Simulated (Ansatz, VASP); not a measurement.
**BiAs: VASP beside Ansatz**

Contents of INCAR:

```
SYSTEM = BiAs
PREC = Accurate ; ENCUT = 520
EDIFF = 1E-8 ; ISMEAR = -1
SIGMA = 0.03 ; LREAL = .FALSE.
LASPH = .TRUE. ; NELM = 150
ALGO = Normal ; ISIF = 2
LWAVE = .FALSE. ; LCHARG = .FALSE.
MAGMOM = 0 0 0 0 0 0 ; LORBIT = 11
LSORBIT = .TRUE. ; GGA_COMPAT = .FALSE.
LORBMOM = .TRUE. ; GGA = PE
LEFG = .TRUE. ; NBANDS = 32
```

File KPOINTS:

```
Automatic mesh
0
G
  10 10 10
  0 0 0
```

File POSCAR:

```
BiAs
1.0
    0.0000000000      3.3528526290      3.3528526290
    3.3528526290      0.0000000000      3.3528526290
    3.3528526290      3.3528526290      0.0000000000
Bi As
1 1
Direct
    0.0000000000      0.0000000000      0.0000000000
    0.2500000000      0.2500000000      0.2500000000
```

Input for Ansatz:

```yaml
crystal:
  lattice:
    - [0.0, 3.352852629, 3.352852629]
    - [3.352852629, 0.0, 3.352852629]
    - [3.352852629, 3.352852629, 0.0]
  atoms:
    - { symbol: Bi, position: [0.0, 0.0, 0.0] }
    - { symbol: As, position: [0.25, 0.25, 0.25] }
kpoints:
  mp_grid: { grid: [10, 10, 10] }
  band_path:
    path:
      - [0.0, 0.0, 0.0]
      - [-0.5, -0.5, 0.0]
      - [-0.375, -0.375, 0.25]
      - [-0.375, 0.0, 0.375]
      - [0.0, 0.0, 0.0]
      - [0.0, 0.0, 0.5]
      - [-0.5, -0.25, 0.25]
      - [-0.5, -0.5, 0.0]
    npoints: 5
scf:
  occupations: { method: fermi_dirac, width: 0.03 }
hamiltonian:
  xc: pbe
  pseudopotentials: { kind: paw_fr }
output:
  forces: true
  stress: true
  eigenvalues: true
  efg: { contact_densities: true }
magnetization:
  noncollinear: true
  spin_orbit: true
```

Alike in both runs: task electric field gradients; functional PBE; k mesh 10 × 10 × 10; occupations fermi-dirac, width 0.03 eV; non-collinear spin, spin-orbit coupling.

|  | VASP | Ansatz |
| --- | --- | --- |
| version | VASP 6.6.1 | Ansatz 0.2.0 |
| potentials or method | VASP PAW PBE potentials, release 64 (Bi_d, As) | PAW with Ansatz's default frozen-core files, fully relativistic files with spin-orbit coupling |
| plane-wave cutoff (eV) | 520 | 420 |
| valence electrons in the cell | 20 | 30 |

VASP gave:

| Quantity | Value |
| --- | --- |
| pressure (GPa) | 0.5 |
| net moment per atom (μB) | 0.00 |
| Vzz of the field gradient on the site that differs most (V/Å²) | 0.0 |

What did Ansatz give for the same quantities?

Pressure (GPa): 0.6; net moment per atom (μB): 0.00; Vzz of the field gradient on the site that differs most (V/Å²): 0.0.

The two sets of potentials don't hold the same shells in valence.
